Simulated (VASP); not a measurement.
Output of a VASP run:

OUTCAR:
```
 ion  position               nearest neighbor table
   1  0.000  0.000  0.000-   2 3.15   2 3.15   2 3.15   2 3.15   2 3.15   2 3.15   2 3.15   2 3.15
  LATTYP: Found a simple cubic cell.
 ALAT       =     3.6425092288
 Subroutine PRICEL returns:
 Original cell was already a primitive cell.
 Subroutine GETGRP returns: Found 48 space group operations
The static configuration has the point symmetry O_h .
The dynamic configuration has the point symmetry O_h .
 Subroutine INISYM returns: Found 48 space group operations
 Subroutine IBZKPT returns following result:
 Found     35 irreducible k-points:

 Following reciprocal coordinates:
            Coordinates               Weight
  0.000000  0.000000  0.000000      1.000000
  0.111111  0.000000  0.000000      6.000000
  0.222222  0.000000  0.000000      6.000000
  0.333333  0.000000  0.000000      6.000000
  0.444444  0.000000  0.000000      6.000000
  0.111111  0.111111  0.000000     12.000000
  0.222222  0.111111  0.000000     24.000000
  0.333333  0.111111  0.000000     24.000000
  0.444444  0.111111  0.000000     24.000000
  0.222222  0.222222  0.000000     12.000000
  0.333333  0.222222  0.000000     24.000000
  0.444444  0.222222  0.000000     24.000000
  0.333333  0.333333  0.000000     12.000000
  0.444444  0.333333  0.000000     24.000000
  0.444444  0.444444  0.000000     12.000000
  0.111111  0.111111  0.111111      8.000000
  0.222222  0.111111  0.111111     24.000000
  0.333333  0.111111  0.111111     24.000000
  0.444444  0.111111  0.111111     24.000000
  0.222222  0.222222  0.111111     24.000000
  0.333333  0.222222  0.111111     48.000000
  0.444444  0.222222  0.111111     48.000000
  0.333333  0.333333  0.111111     24.000000
  0.444444  0.333333  0.111111     48.000000
  0.444444  0.444444  0.111111     24.000000
  0.222222  0.222222  0.222222      8.000000
  0.333333  0.222222  0.222222     24.000000
  0.444444  0.222222  0.222222     24.000000
  0.333333  0.333333  0.222222     24.000000
  0.444444  0.333333  0.222222     48.000000
  0.444444  0.444444  0.222222     24.000000
  0.333333  0.333333  0.333333      8.000000
  0.444444  0.333333  0.333333     24.000000
  0.444444  0.444444  0.333333     24.000000
  0.444444  0.444444  0.444444      8.000000
   k-points           NKPTS =     35   k-points in BZ     NKDIM =     35   number of bands    NBANDS=     15
   number of dos      NEDOS =    301   number of ions     NIONS =      2
   total plane-waves  NPLWV =  13824
   dimension x,y,z NGX =    24 NGY =   24 NGZ =   24
   dimension x,y,z NGXF=    48 NGYF=   48 NGZF=   48
   ions per type =               1   1
   PREC   = accura    normal or accurate (medium, high low for compatibility)
   ISTART =      0    job   : 0-new  1-cont  2-samecut
   ICHARG =      2    charge: 1-file 2-atom 10-const
   ISPIN  =      1    spin polarized calculation?
   LNONCOLLINEAR =      F non collinear calculations
   LSORBIT =      F    spin-orbit coupling
   INIWAV =      1    electr: 0-lowe 1-rand  2-diag
   ENCUT  =  400.0 eV  29.40 Ry    5.42 a.u.   5.94  5.94  5.94*2*pi/ulx,y,z
   NELM   =    100;   NELMIN=  2; NELMDL= -5     # of ELM steps
   EDIFF  = 0.1E-05   stopping-criterion for ELM
   LREAL  =      F    real-space projection
   NLSPLINE    = F    spline interpolate recip. space projectors
   LMAXMIX     =    6 max onsite mixed and CHGCAR
   VOSKOWN=      0    Vosko Wilk Nusair interpolation
   EDIFFG = -.1E-01   stopping-criterion for IOM
   NSW    =     60    number of steps for IOM
   NBLOCK =      1;   KBLOCK =     60    inner block; outer block
   IBRION =      2    ionic relax: 0-MD 1-quasi-New 2-CG
   NFREE  =      1    steps in history (QN), initial steepest desc. (CG)
   ISIF   =      3    stress and relaxation
   ISYM   =      2    0-nonsym 1-usesym 2-fastsym
   TEIN   =    0.0    initial temperature
   TEBEG  =    0.0;   TEEND  =   0.0 temperature during run
   SMASS  =  -3.00    Nose mass-parameter (am)
...
```

### OSZICAR
```
       N       E                     dE             d eps       ncg     rms          rms(c)
DAV:   1     0.125930842089E+03    0.12593E+03   -0.10100E+04  1050   0.145E+03
DAV:   2    -0.233647681518E+01   -0.12827E+03   -0.12658E+03  1218   0.309E+02
DAV:   3    -0.755785730641E+01   -0.52214E+01   -0.49993E+01  1341   0.655E+01
DAV:   4    -0.771179515097E+01   -0.15394E+00   -0.15392E+00  1487   0.864E+00
DAV:   5    -0.771354841689E+01   -0.17533E-02   -0.17532E-02  1334   0.893E-01    0.517E+00
DAV:   6    -0.738306631983E+01    0.33048E+00   -0.24412E+00  1071   0.271E+01    0.308E+00
DAV:   7    -0.734914910763E+01    0.33917E-01   -0.25860E-01  1197   0.737E+00    0.152E+00
DAV:   8    -0.733647427686E+01    0.12675E-01   -0.29052E-02  1540   0.173E+00    0.190E-01
DAV:   9    -0.733597936578E+01    0.49491E-03   -0.27976E-03  1365   0.701E-01    0.807E-02
DAV:  10    -0.733593109479E+01    0.48271E-04   -0.24732E-04  1219   0.141E-01    0.183E-02
DAV:  11    -0.733592652521E+01    0.45696E-05   -0.26389E-05  1272   0.607E-02    0.569E-03
DAV:  12    -0.733592704749E+01   -0.52229E-06   -0.24390E-06  1028   0.147E-02
   1 F= -.73359270E+01 E0= -.73356427E+01  d E =-.733593E+01
```

### OUTCAR
```
------------------------ aborting loop because EDIFF is reached ----------------------------------------
  FORCE on cell =-STRESS in cart. coord.  units (eV):
  Direction    XX          YY          ZZ          XY          YZ          ZX
  --------------------------------------------------------------------------------------
  Total       -0.0126071     -0.0126071     -0.0126071     -0.0000000     -0.0000000      0.0000000
  in kB       -0.4179494     -0.4179494     -0.4179494     -0.0000000     -0.0000000      0.0000000
  external PRESSURE =      -0.4179494 kB  Pullay stress =       0.0000000 kB
  volume of cell :       48.33
      direct lattice vectors                 reciprocal lattice vectors
     3.642509229  0.000000000  0.000000000     0.274536024  0.000000000  0.000000000
     0.000000000  3.642509229  0.000000000     0.000000000  0.274536024  0.000000000
     0.000000000  0.000000000  3.642509229     0.000000000  0.000000000  0.274536024
 POSITION                                       TOTAL-FORCE (eV/Angst)
 -----------------------------------------------------------------------------------
      0.00000      0.00000      0.00000         0.000000      0.000000      0.000000
      1.82125      1.82125      1.82125         0.000000      0.000000      0.000000
 -----------------------------------------------------------------------------------
    total drift:                                0.000000      0.000000     -0.000000
  FREE ENERGIE OF THE ION-ELECTRON SYSTEM (eV)
  ---------------------------------------------------
  free  energy   TOTEN  =        -7.3359270475 eV

  energy  without entropy=       -7.3350739019  energy(sigma->0) =       -7.33564267

 reached required accuracy - stopping structural energy minimisation
```
(Selected blocks of OUTCAR.)

POSCAR:
```
PrZn
1
    3.6425092288     0.0000000000    -0.0000000000
    0.0000000000     3.6425092288    -0.0000000000
    0.0000000000     0.0000000000     3.6425092288
Pr Zn
1 1
Direct
  0.0000000000   0.0000000000   0.0000000000
  0.5000000000   0.5000000000   0.5000000000
```

Q: Write an INCAR and KPOINTS that could have produced this output.

A: Several could match; the one computed here: the input of the run itself, PBEsol GGA, plane waves, VASP's PBE PAW potentials (set 64).

INCAR:
```
! general
SYSTEM   =  PrZn
PREC     =  Accurate
ENCUT    =  400
LREAL    =  .FALSE.
LASPH    =  .TRUE.

! electronic loop
EDIFF    =  1E-6
NELM     =  100
ALGO     =  Normal
LMAXMIX  =  6

! smearing
ISMEAR   =  1
SIGMA    =  0.1

! functional
GGA      =  PS

! ions
IBRION   =  2
NSW      =  60
ISIF     =  3
EDIFFG   =  -0.01

! output
LWAVE    =  .FALSE.
LCHARG   =  .FALSE.
```

### KPOINTS
```
K-points
0
G
 9 9 9
0 0 0
```

POTCAR, in this order: Pr_3 Zn (PBE.64 set). Program: vasp_std.

The 4f electrons are frozen in the core of the lanthanide potential, so 4f levels, which can set the real gap, and their magnetism are missing.

The structure comes from a measured PrZn entry (Pm-3m) of the Crystallography Open Database, whose conditions weren't checked. It was relaxed first. The start is the result of an earlier pass. The electron count is odd and the run is not spin-polarised, which forces a metal.
